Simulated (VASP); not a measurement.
Method: PBE GGA, VASP's PBE PAW potentials (set 64) (plane waves; VASP).

The input files of a VASP run:

INCAR:
```
SYSTEM = In
PREC = Accurate
ENCUT = 530
EDIFF = 1E-7
NELM = 100
ALGO = Normal
LREAL = .FALSE.
LASPH = .TRUE.
ISMEAR = 1
SIGMA = 0.1
GGA = PE
LMAXMIX = 4
LWAVE = .FALSE.
LCHARG = .FALSE.
IBRION = 6
ISIF = 3
NFREE = 2
POTIM = 0.015
NSW = 1
```

**POSCAR**
```
In
1
   -1.6430904824     1.6430904824     2.5334199760
    1.6430904824    -1.6430904824     2.5334199760
    1.6430904824     1.6430904824    -2.5334199760
In
1
Direct
  1.0000000000   1.0000000000   0.0000000000
```

**KPOINTS**
```
Automatic mesh
0
Gamma
14 14 14
0 0 0
```

POTCAR, in this order: In_d (PBE.64 set). Program: vasp_std.

Output of the run:

**OSZICAR**
```
...
DAV:   7    -0.256137607566E+01    0.97070E-06   -0.17515E-06 19916   0.277E-02    0.305E-03
DAV:   8    -0.256137603970E+01    0.35962E-07   -0.39566E-08  8040   0.255E-03
   8 F= -.25613760E+01 E0= -.25613632E+01  d E =-.386531E-04
       N       E                     dE             d eps       ncg     rms          rms(c)
DAV:   1    -0.259482412155E+01   -0.33448E-01   -0.67594E-01 17680   0.960E+00    0.104E+00
DAV:   2    -0.257391480551E+01    0.20909E-01   -0.18086E-02 20324   0.258E+00    0.668E-01
DAV:   3    -0.256124306311E+01    0.12672E-01   -0.12655E-02 19148   0.349E+00    0.176E-01
DAV:   4    -0.256138110647E+01   -0.13804E-03   -0.17353E-03 16420   0.500E-01    0.200E-01
DAV:   5    -0.256138010677E+01    0.99970E-06   -0.60681E-05 22136   0.973E-02    0.846E-02
DAV:   6    -0.256137636324E+01    0.37435E-05   -0.71680E-06 16454   0.859E-02    0.551E-02
DAV:   7    -0.256137624693E+01    0.11631E-06   -0.11430E-06 21524   0.207E-02    0.226E-02
DAV:   8    -0.256137621852E+01    0.28409E-07   -0.81926E-09  7822   0.239E-03
   9 F= -.25613762E+01 E0= -.25613633E+01  d E =-.388849E-04
       N       E                     dE             d eps       ncg     rms          rms(c)
DAV:   1    -0.258370991532E+01   -0.22334E-01   -0.67836E-01 18344   0.968E+00    0.714E-01
DAV:   2    -0.257117856873E+01    0.12531E-01   -0.15360E-02 21398   0.235E+00    0.458E-01
DAV:   3    -0.256157887512E+01    0.95997E-02   -0.81251E-03 18176   0.279E+00    0.842E-02
DAV:   4    -0.256164603950E+01   -0.67164E-04   -0.12593E-03 16188   0.409E-01    0.990E-02
DAV:   5    -0.256149872293E+01    0.14732E-03   -0.66961E-05 23816   0.170E-01    0.118E-02
DAV:   6    -0.256148787029E+01    0.10853E-04   -0.35766E-06 16816   0.237E-02    0.126E-02
DAV:   7    -0.256148690437E+01    0.96592E-06   -0.15231E-07  9582   0.104E-02    0.104E-03
DAV:   8    -0.256148683955E+01    0.64822E-07   -0.46805E-08  7946   0.305E-03
  10 F= -.25614868E+01 E0= -.25615034E+01  d E =0.497004E-04
       N       E                     dE             d eps       ncg     rms          rms(c)
DAV:   1    -0.260307640009E+01   -0.41589E-01   -0.84394E-01 17206   0.105E+01    0.106E+00
DAV:   2    -0.257648090942E+01    0.26595E-01   -0.27430E-02 19294   0.288E+00    0.681E-01
DAV:   3    -0.256130317318E+01    0.15178E-01   -0.20596E-02 16944   0.349E+00    0.152E-01
DAV:   4    -0.256149351700E+01   -0.19034E-03   -0.23303E-03 15938   0.567E-01    0.184E-01
DAV:   5    -0.256148815558E+01    0.53614E-05   -0.83244E-05 22318   0.116E-01    0.116E-02
DAV:   6    -0.256148710333E+01    0.10522E-05   -0.37934E-06 16732   0.354E-02    0.319E-02
DAV:   7    -0.256148703082E+01    0.72515E-07   -0.51377E-07 18990   0.200E-02
  11 F= -.25614870E+01 E0= -.25615036E+01  d E =0.497437E-04
       N       E                     dE             d eps       ncg     rms          rms(c)
DAV:   1    -0.257589724134E+01   -0.14410E-01   -0.61537E-01 17362   0.920E+00    0.715E-01
DAV:   2    -0.256591763647E+01    0.99796E-02   -0.14657E-02 19204   0.211E+00    0.458E-01
DAV:   3    -0.256114588555E+01    0.47718E-02   -0.96930E-03 17940   0.261E+00    0.901E-02
DAV:   4    -0.256127323188E+01   -0.12735E-03   -0.12291E-03 16298   0.410E-01    0.101E-01
DAV:   5    -0.256146936866E+01   -0.19614E-03   -0.78647E-05 20946   0.178E-01    0.161E-02
DAV:   6    -0.256148284110E+01   -0.13472E-04   -0.66795E-06 18390   0.302E-02    0.181E-02
DAV:   7    -0.256148760124E+01   -0.47601E-05   -0.39525E-07 16872   0.169E-02    0.280E-03
DAV:   8    -0.256148734195E+01    0.25929E-06   -0.23935E-08  8040   0.239E-03    0.259E-03
DAV:   9    -0.256148719836E+01    0.14359E-06   -0.57027E-09  7878   0.173E-03    0.112E-04
DAV:  10    -0.256148724953E+01   -0.51167E-07   -0.27929E-09  7744   0.869E-04
  12 F= -.25614872E+01 E0= -.25615037E+01  d E =0.492674E-04
       N       E                     dE             d eps       ncg     rms          rms(c)
DAV:   1    -0.260314657259E+01   -0.41659E-01   -0.82096E-01 17174   0.105E+01    0.106E+00
DAV:   2    -0.257648792277E+01    0.26659E-01   -0.26689E-02 19622   0.284E+00    0.682E-01
DAV:   3    -0.256130321096E+01    0.15185E-01   -0.20545E-02 17062   0.349E+00    0.153E-01
DAV:   4    -0.256149370475E+01   -0.19049E-03   -0.23235E-03 16038   0.563E-01    0.186E-01
DAV:   5    -0.256148836621E+01    0.53385E-05   -0.84644E-05 22242   0.117E-01    0.109E-02
DAV:   6    -0.256148745382E+01    0.91239E-06   -0.36011E-06 16988   0.344E-02    0.320E-02
DAV:   7    -0.256148738531E+01    0.68500E-07   -0.50262E-07 18590   0.200E-02
  13 F= -.25614874E+01 E0= -.25615038E+01  d E =0.493057E-04
       N       E                     dE             d eps       ncg     rms          rms(c)
DAV:   1    -0.255948271797E+01    0.20047E-02   -0.15403E+00  5566   0.111E+01    0.490E-01
DAV:   2    -0.256064163097E+01   -0.11589E-02   -0.48721E-02  7132   0.303E+00    0.305E-01
DAV:   3    -0.256125775610E+01   -0.61613E-03   -0.57570E-03  5840   0.200E+00    0.184E-02
DAV:   4    -0.256141661837E+01   -0.15886E-03   -0.83275E-04  5352   0.323E-01    0.119E-02
DAV:   5    -0.256147290348E+01   -0.56285E-04   -0.26609E-05  7014   0.690E-02    0.234E-03
DAV:   6    -0.256147343212E+01   -0.52865E-06   -0.72627E-07  5860   0.104E-02    0.149E-03
DAV:   7    -0.256147525423E+01   -0.18221E-05   -0.22630E-07  3034   0.105E-02    0.226E-04
DAV:   8    -0.256147550473E+01   -0.25051E-06   -0.14153E-08  2774   0.174E-03    0.239E-04
DAV:   9    -0.256147559083E+01   -0.86093E-07   -0.36719E-09  2734   0.882E-04
  14 F= -.25614756E+01 E0= -.25614003E+01  d E =-.225893E-03
       N       E                     dE             d eps       ncg     rms          rms(c)
DAV:   1    -0.255121148218E+01    0.10264E-01   -0.47657E+00  5386   0.183E+01    0.920E-02
DAV:   2    -0.256150114347E+01   -0.10290E-01   -0.10486E-01  6818   0.402E+00    0.628E-02
DAV:   3    -0.256150185407E+01   -0.71060E-06   -0.65009E-04  5636   0.331E-01    0.377E-02
DAV:   4    -0.256148500378E+01    0.16850E-04   -0.31528E-04  5504   0.365E-01    0.222E-02
DAV:   5    -0.256147577052E+01    0.92333E-05   -0.35248E-05  5466   0.125E-01    0.430E-03
DAV:   6    -0.256147570372E+01    0.66804E-07   -0.82319E-07  6906   0.112E-02
  15 F= -.25614757E+01 E0= -.25614004E+01  d E =-.225893E-03
       N       E                     dE             d eps       ncg     rms          rms(c)
DAV:   1    -0.255686398388E+01    0.46118E-02   -0.23917E+00  5360   0.128E+01    0.563E-02
DAV:   2    -0.256148645605E+01   -0.46225E-02   -0.47126E-02  6856   0.279E+00    0.402E-02
DAV:   3    -0.256148654531E+01   -0.89263E-07   -0.28273E-04  5714   0.220E-01    0.236E-02
DAV:   4    -0.256148006673E+01    0.64786E-05   -0.14064E-04  5516   0.245E-01    0.150E-02
DAV:   5    -0.256147547557E+01    0.45912E-05   -0.15349E-05  5480   0.823E-02    0.322E-03
DAV:   6    -0.256147532211E+01    0.15345E-06   -0.43401E-07  5324   0.963E-03    0.526E-04
DAV:   7    -0.256147532979E+01   -0.76836E-08   -0.17711E-08  2720   0.172E-03
  16 F= -.25614753E+01 E0= -.25614000E+01  d E =-.225894E-03
       N       E                     dE             d eps       ncg     rms          rms(c)
DAV:   1    -0.255136490080E+01    0.10110E-01   -0.47753E+00  5364   0.183E+01    0.106E-01
DAV:   2    -0.256146067503E+01   -0.10096E-01   -0.10271E-01  6688   0.395E+00    0.644E-02
DAV:   3    -0.256149734648E+01   -0.36671E-04   -0.92746E-04  5814   0.360E-01    0.397E-02
DAV:   4    -0.256148049671E+01    0.16850E-04   -0.24757E-04  5552   0.321E-01    0.172E-02
DAV:   5    -0.256147526529E+01    0.52314E-05   -0.33642E-05  5470   0.122E-01    0.344E-03
DAV:   6    -0.256147533350E+01   -0.68206E-07   -0.27053E-06  5434   0.336E-02    0.177E-03
DAV:   7    -0.256147533314E+01    0.35425E-09   -0.83092E-08  3058   0.443E-03
  17 F= -.25614753E+01 E0= -.25614000E+01  d E =-.225883E-03
```

### OUTCAR
```
------------------------ aborting loop because EDIFF is reached ----------------------------------------
  FORCE on cell =-STRESS in cart. coord.  units (eV):
  Direction    XX          YY          ZZ          XY          YZ          ZX
  --------------------------------------------------------------------------------------
  Total        0.0046519      0.0046519      0.0101354      0.0000000      0.0000000      0.0000000
  in kB        0.2724295      0.2724295      0.5935528      0.0000000      0.0000000      0.0000000
  external PRESSURE =       0.3794706 kB  Pullay stress =       0.0000000 kB
  volume of cell :       27.36
      direct lattice vectors                 reciprocal lattice vectors
    -1.643090482  1.643090482  2.533419976     0.000000000  0.304304605  0.197361671
     1.643090482 -1.643090482  2.533419976     0.304304605  0.000000000  0.197361671
     1.643090482  1.643090482 -2.533419976     0.304304605  0.304304605  0.000000000
 POSITION                                       TOTAL-FORCE (eV/Angst)
 -----------------------------------------------------------------------------------
      0.00000      0.00000     -0.01500         0.000000      0.000000      0.000000
 -----------------------------------------------------------------------------------
    total drift:                                0.000000      0.000000     -0.000546
  FREE ENERGIE OF THE ION-ELECTRON SYSTEM (eV)
  ---------------------------------------------------
  free  energy   TOTEN  =        -2.5614753331 eV

  energy  without entropy=       -2.5612494502  energy(sigma->0) =       -2.56140004

   1 f  =    0.000000 THz     0.000000 2PiTHz    0.000000 cm-1     0.000000 meV
             X         Y         Z           dx          dy          dz
      0.000000  0.000000  0.000000     0.000000    1.000000    0.000000

   2 f  =    0.000000 THz     0.000000 2PiTHz    0.000000 cm-1     0.000000 meV
             X         Y         Z           dx          dy          dz
      0.000000  0.000000  0.000000     1.000000    0.000000    0.000000

   3 f/i=    0.000000 THz     0.000000 2PiTHz    0.000000 cm-1     0.000000 meV
             X         Y         Z           dx          dy          dz
      0.000000  0.000000  0.000000     0.000000    0.000000    1.000000

 ELASTIC MODULI CONTR FROM IONIC RELAXATION (kBar)
 Direction    XX          YY          ZZ          XY          YZ          ZX
 --------------------------------------------------------------------------------
 XX           0.0000      0.0000      0.0000      0.0000      0.0000      0.0000
 YY           0.0000      0.0000      0.0000      0.0000      0.0000      0.0000
 ZZ           0.0000      0.0000      0.0000      0.0000      0.0000      0.0000
 XY           0.0000      0.0000      0.0000      0.0000      0.0000      0.0000
 YZ           0.0000      0.0000      0.0000      0.0000      0.0000      0.0000
 ZX           0.0000      0.0000      0.0000      0.0000      0.0000      0.0000
 --------------------------------------------------------------------------------

 TOTAL ELASTIC MODULI (kBar)
 Direction    XX          YY          ZZ          XY          YZ          ZX
 --------------------------------------------------------------------------------
 XX         589.4699    204.1420    301.9058     -0.0000      0.0000      0.0000
 YY         204.1420    589.4699    301.9058     -0.0000      0.0000      0.0000
 ZZ         301.9058    301.9058    472.1641      0.0000      0.0000      0.0000
 XY          -0.0000     -0.0000      0.0000     52.1814      0.0000      0.0000
 YZ           0.0000      0.0000      0.0000      0.0000      0.0596      0.0000
 ZX           0.0000      0.0000      0.0000      0.0000      0.0000      0.0597
 --------------------------------------------------------------------------------
```
(Selected blocks of OUTCAR.)

Finite-difference elastic constants of metals are sensitive to mesh and smearing; shear constants can be off by tens of GPa.

The compound is In in the bct structure. It was relaxed first.
